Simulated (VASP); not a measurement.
Given:

```
CELL_PARAMETERS angstrom
      1.61136    -2.79096     0.00000
      1.61136     2.79096     0.00000
      0.00000     0.00000    12.71409
ATOMIC_POSITIONS crystal
  W  0.33333 0.66667 0.25000
  W  0.66667 0.33333 0.75000
  Se 0.33333 0.66667 0.88003
  Se 0.66667 0.33333 0.38003
  Se 0.66667 0.33333 0.11997
  Se 0.33333 0.66667 0.61997
```

The numbers are results of LDA (Ceperley-Alder, Perdew-Zunger), VASP's LDA PAW potentials (set 64) (plane waves; VASP), not measurements. Run with 520 eV cut-off, 8×8×2 Γ-centred mesh, Gaussian smearing of 0.050 eV, potentials W_sv Se.

Q: The ions and cell shape at fixed volume are relaxed. Which structure does the run end with?

A: 
```
CELL_PARAMETERS angstrom
      1.62012    -2.80613     0.00000
      1.62012     2.80613     0.00000
      0.00000     0.00000    12.57696
ATOMIC_POSITIONS crystal
  W  0.33333 0.66667 0.25000
  W  0.66667 0.33333 0.75000
  Se 0.33333 0.66667 0.88299
  Se 0.66667 0.33333 0.38299
  Se 0.66667 0.33333 0.11701
  Se 0.33333 0.66667 0.61701
```
Space group P6_3/mmc (194), at a tolerance of 0.03 Å.

Q: How much energy does the relaxation gain?

A: The energy (σ→0) changes by -6.3 meV/atom, in 5 ionic steps.

The compound is WSe2 in the 2H layered structure. This cell is one point of a volume scan, at 0.97 of the reference volume. Symmetry was kept, so distortions that lower it aren't found.
